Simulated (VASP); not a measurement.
Energy against volume of MgO (rock salt). Method: PBE GGA with D3 dispersion (zero damping), VASP's PBE PAW potentials (set 64) (plane waves; VASP 6.6.1). Numerical set-up: 520 eV cut-off, 11×11×11 Γ-centred mesh, Gaussian smearing of 0.050 eV, potentials Mg O.

```
V (Å³/atom)  E (eV/atom)
-----------  -----------
9.030           -6.15623
9.309           -6.16126
9.589           -6.15780
9.868           -6.14709
```

Question: Fit these four points and predict the energy of the run at 8.751 Å³/atom.

Answer: A cubic in V^(−2/3), the third-order Birch-Murnaghan form, passes through the four points with V0 = 9.33 Å³/atom and B0 = 160 GPa, and gives -6.1413 eV/atom there. The run gave -6.1413 eV/atom, +0.1 meV/atom from the fit; all five points give B0 = 161 GPa.

The compound is MgO in the rock salt structure. The cell was not relaxed at this level.
